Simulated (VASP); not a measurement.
**ZnSe: band gap against strain**

ZnSe (zinc blende, F-43m, 22.361 Å³/atom and stress up to 0.20 GPa in the relaxed cell, cube axes along x, y and z) under an equal strain ε along all three axes. PBEsol in VASP (plane waves, PAW), 480 eV, 10×10×10 Γ-centred mesh, Gaussian smearing 0.05 eV; ions are relaxed, or left where forces stay under 0.02 eV/Å, within the symmetry of each cell. Gaps are the smallest on the run's k-mesh, which can miss an edge that lies off it, without spin-orbit coupling; in all rows the valence edge lies at Γ and the conduction edge at Γ.

Here s stands for strain and Eg for gap.

| strain (%) | gap (eV) |
|---|---|
| -1.50 | 1.426 |
| -1.00 | 1.363 |
| -0.50 | 1.302 |
| 0.00 | 1.241 |
| 0.50 | 1.181 |
| 1.00 | 1.123 |
| 1.50 | 1.065 |
| 3.00 | ? |

Q: Using a straight line, estimate the missing Eg at s = 3.00 from the other rows, showing the fit.

A: Means: s 0, Eg 1.2430. About the means, the sum of products is -0.84200 and the sum of squares of s is 7.0000; the slope is their ratio. Least squares gives Eg = 1.2430 - 0.12029·s. Residuals (row less fit): 0.0026, -0.0003, -0.0011, -0.0020, -0.0019, 0.0003, 0.0024; standard error 0.0021 (degrees of freedom: 5). Over these rows the gap moves by -12.03 ± 0.08 eV per unit strain, or -4.0 eV per unit of ln V. At the withheld row, Eg = 1.2430 - 0.12029 × 3.0 = 0.8821 eV. The calculation gives 0.899 eV, 0.0169 eV above the prediction (3.2 % of the range of Eg in the table). The row lies outside the fitted rows, so this is an extrapolation. From the scatter of the fitted rows alone, a prediction at this place has a standard error of 0.0032 eV, so the miss is 5.3 times that.

A polynomial of degree 2 through the 12 other runs of the series gives 0.899 there, so most of the miss is curvature that the fit leaves out. Other structures, which can take over under pressure, weren't tried. Spin-orbit coupling is left out, which can shift this property for ZnSe. Rows are the converged runs of the series near zero and its far end; series whose fitted rows scatter by over a few per cent of the range, as at a crossing or softening among them, aren't shown in this form, nor equations of state whose B0' disagrees with the runs' pressures. Most that stay on the fit to the last digits aren't either.
